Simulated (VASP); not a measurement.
Given:

```xyz
2
Lattice="2.6300 0.0000 0.0000 0.0000 2.6300 0.0000 0.0000 0.0000 2.6300" Properties=species:S:1:pos:R:3 pbc="T T T"
Mg     0.0000     0.0000     0.0000
O      1.3150     1.3150     1.3150
```

Method: PBEsol GGA, VASP's PBE PAW potentials (set 64) (plane waves; VASP 6.6.1). Numerical set-up: 520 eV cut-off, 11×11×11 Γ-centred mesh, tetrahedra with Blöchl corrections, potentials Mg O.

Estimate the energy per atom (σ→0).

The energy per atom (σ→0) is -5.514 eV/atom.

The structure was generated: MgO was put into the CsCl type type (Pm-3m), which need not be its known phase. It was relaxed first, which changed the volume by -7 %.
